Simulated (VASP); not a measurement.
All values below come from PBE GGA, VASP's PBE PAW potentials (set 64) (plane waves; VASP).

Input for VASP

INCAR:
```
ISIF = 2
LASPH = .TRUE.
NELM = 100
PREC = Accurate
LCHARG = .FALSE.
SYSTEM = KMgF3
ALGO = Normal   ! blocked Davidson
ENCUT = 400   ! plane-wave cut-off (eV)
ISMEAR = 0   ! Gaussian
GGA = PE   ! PBE
LREAL = .FALSE.   ! projection in real space or not
SIGMA = 0.01   ! width (eV)
EDIFF = 1E-6   ! SCF stop (eV)
LWAVE = .FALSE.
```

**KPOINTS**
```
Automatic mesh
0
Gamma
2 2 2
0 0 0
```

File POSCAR:
```
KMgF3
1
    3.9653410000     0.0000000000     0.0000000000
    0.0000000000     3.9653410000     0.0000000000
    0.0000000000     0.0000000000     3.9653410000
K Mg F
1 1 3
Direct
  0.5000000000   0.5000000000   0.5000000000
  0.0000000000   0.0000000000   0.0000000000
  0.0000000000   0.5000000000   0.0000000000
  0.5000000000   0.0000000000   0.0000000000
  0.0000000000   0.0000000000   0.5000000000
```

POTCAR, in this order: K_sv Mg F (PBE.64 set). Program: vasp_std.

What VASP printed:

### OSZICAR
```
       N       E                     dE             d eps       ncg     rms          rms(c)
DAV:   1     0.185857467754E+03    0.18586E+03   -0.16344E+04   176   0.126E+03
DAV:   2    -0.178240488087E+02   -0.20368E+03   -0.18922E+03   208   0.345E+02
DAV:   3    -0.262967215058E+02   -0.84727E+01   -0.84518E+01   224   0.659E+01
DAV:   4    -0.265359518934E+02   -0.23923E+00   -0.23890E+00   256   0.727E+00
DAV:   5    -0.265368842032E+02   -0.93231E-03   -0.93228E-03   200   0.498E-01    0.864E+00
DAV:   6    -0.244551826396E+02    0.20817E+01   -0.81417E+00   176   0.211E+01    0.395E+00
DAV:   7    -0.244422019941E+02    0.12981E-01   -0.28160E-01   188   0.325E+00    0.249E+00
DAV:   8    -0.244410157770E+02    0.11862E-02   -0.81553E-02   200   0.276E+00    0.286E-01
DAV:   9    -0.244409872247E+02    0.28552E-04   -0.20358E-02   188   0.101E+00    0.161E-01
DAV:  10    -0.244408619250E+02    0.12530E-03   -0.27784E-03   184   0.417E-01    0.673E-02
DAV:  11    -0.244408582695E+02    0.36554E-05   -0.40737E-05   180   0.575E-02    0.193E-02
DAV:  12    -0.244408589774E+02   -0.70786E-06   -0.13599E-05   188   0.271E-02    0.225E-03
DAV:  13    -0.244408590731E+02   -0.95705E-07   -0.51631E-07   136   0.572E-03
   1 F= -.24440859E+02 E0= -.24440859E+02  d E =-.189133E-94
```

File OUTCAR:
```
------------------------ aborting loop because EDIFF is reached ----------------------------------------
  FORCE on cell =-STRESS in cart. coord.  units (eV):
  Direction    XX          YY          ZZ          XY          YZ          ZX
  --------------------------------------------------------------------------------------
  Total       -1.4178805     -1.4178805     -1.4178805      0.0000000     -0.0000000      0.0000000
  in kB      -36.4341447    -36.4341447    -36.4341447      0.0000000     -0.0000000      0.0000000
  external PRESSURE =     -36.4341447 kB  Pullay stress =       0.0000000 kB
  volume of cell :       62.35
      direct lattice vectors                 reciprocal lattice vectors
     3.965341000  0.000000000  0.000000000     0.252185121  0.000000000  0.000000000
     0.000000000  3.965341000  0.000000000     0.000000000  0.252185121  0.000000000
     0.000000000  0.000000000  3.965341000     0.000000000  0.000000000  0.252185121
 POSITION                                       TOTAL-FORCE (eV/Angst)
 -----------------------------------------------------------------------------------
      1.98267      1.98267      1.98267         0.000000      0.000000      0.000000
      0.00000      0.00000      0.00000         0.000000      0.000000      0.000000
      0.00000      1.98267      0.00000         0.000000      0.000000      0.000000
      1.98267      0.00000      0.00000         0.000000      0.000000      0.000000
      0.00000      0.00000      1.98267         0.000000      0.000000      0.000000
 -----------------------------------------------------------------------------------
    total drift:                                0.000000      0.000000     -0.000000
  FREE ENERGIE OF THE ION-ELECTRON SYSTEM (eV)
  ---------------------------------------------------
  free  energy   TOTEN  =       -24.4408590731 eV

  energy  without entropy=      -24.4408590731  energy(sigma->0) =      -24.44085907
```
(Selected blocks of OUTCAR.)

At this cut-off the stress carries a Pulay error, which pulls relaxed volumes low.

The structure comes from a computed database's KMgF3 entry; how it stands against other phases isn't given here. The cell was not relaxed at this level. The k-mesh is coarse (spacing up to 0.79 per Å, 2π included), so the numbers may not be converged in it. The run is one of a series of settings (GGA = PE, KPOINTS 2×2×2 Γ-centred mesh against the base run), some of them coarse on purpose.
